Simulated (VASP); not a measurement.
All values below come from PBEsol GGA, VASP's PBE PAW potentials (set 64) (plane waves; VASP).

VASP ran on this input.

KPOINTS:
```
Regular mesh
0
G
10 10 10
0 0 0
```

**INCAR**
```
SYSTEM = NaF
PREC = Accurate
ENCUT = 520
EDIFF = 1E-7
NELM = 100
ALGO = Normal
LREAL = .FALSE.
LASPH = .TRUE.
ISMEAR = 0
SIGMA = 0.05
GGA = PS
LWAVE = .FALSE.
LCHARG = .FALSE.
ISIF = 2
```

File POSCAR:
```
NaF
2.3150
  0.0000000000   1.0000000000   1.0000000000
  1.0000000000   0.0000000000   1.0000000000
  1.0000000000   1.0000000000   0.0000000000
Na F
1 1
Cartesian
  0.0000000000   0.0000000000   0.0000000000
  1.0000000000   1.0000000000   1.0000000000
```

POTCAR, in this order: Na_pv F (PBE.64 set). Program: vasp_std.

The run wrote:

File OSZICAR:
```
       N       E                     dE             d eps       ncg     rms          rms(c)
DAV:   1     0.109134775727E+03    0.10913E+03   -0.82209E+03  1060   0.154E+03
DAV:   2    -0.344421855945E+01   -0.11258E+03   -0.10465E+03  1113   0.363E+02
DAV:   3    -0.948081964119E+01   -0.60366E+01   -0.60186E+01  1184   0.861E+01
DAV:   4    -0.953792002000E+01   -0.57100E-01   -0.57091E-01  1162   0.913E+00
DAV:   5    -0.953853892735E+01   -0.61891E-03   -0.61890E-03  1178   0.953E-01    0.491E+00
DAV:   6    -0.878442308900E+01    0.75412E+00   -0.32385E+00  1260   0.184E+01    0.182E+00
DAV:   7    -0.876946935196E+01    0.14954E-01   -0.29347E-02  1055   0.263E+00    0.102E+00
DAV:   8    -0.876818619284E+01    0.12832E-02   -0.24900E-02  1046   0.433E+00    0.123E-01
DAV:   9    -0.876883278752E+01   -0.64659E-03   -0.40076E-03  1187   0.726E-01    0.858E-02
DAV:  10    -0.876873538218E+01    0.97405E-04   -0.72050E-04  1094   0.369E-01    0.115E-02
DAV:  11    -0.876873831693E+01   -0.29347E-05   -0.32646E-05  1136   0.150E-01    0.461E-03
DAV:  12    -0.876873862735E+01   -0.31043E-06   -0.43208E-06  1197   0.345E-02    0.250E-03
DAV:  13    -0.876873857629E+01    0.51059E-07   -0.51682E-07  1088   0.801E-03
   1 F= -.87687386E+01 E0= -.87687386E+01  d E =-.167697E-12
```

**OUTCAR**
```
------------------------ aborting loop because EDIFF is reached ----------------------------------------
  FORCE on cell =-STRESS in cart. coord.  units (eV):
  Direction    XX          YY          ZZ          XY          YZ          ZX
  --------------------------------------------------------------------------------------
  Total       -0.0070247     -0.0070247     -0.0070247      0.0000000      0.0000000     -0.0000000
  in kB       -0.4535797     -0.4535797     -0.4535797      0.0000000      0.0000000     -0.0000000
  external PRESSURE =      -0.4535797 kB  Pullay stress =       0.0000000 kB
  volume of cell :       24.81
      direct lattice vectors                 reciprocal lattice vectors
     0.000000000  2.315000000  2.315000000    -0.215982721  0.215982721  0.215982721
     2.315000000  0.000000000  2.315000000     0.215982721 -0.215982721  0.215982721
     2.315000000  2.315000000  0.000000000     0.215982721  0.215982721 -0.215982721
  FREE ENERGIE OF THE ION-ELECTRON SYSTEM (eV)
  ---------------------------------------------------
  free  energy   TOTEN  =        -8.7687385763 eV

  energy  without entropy=       -8.7687385763  energy(sigma->0) =       -8.76873858
```
(Selected blocks of OUTCAR.)

The compound is NaF in the rock salt structure. The cell was not relaxed at this level.
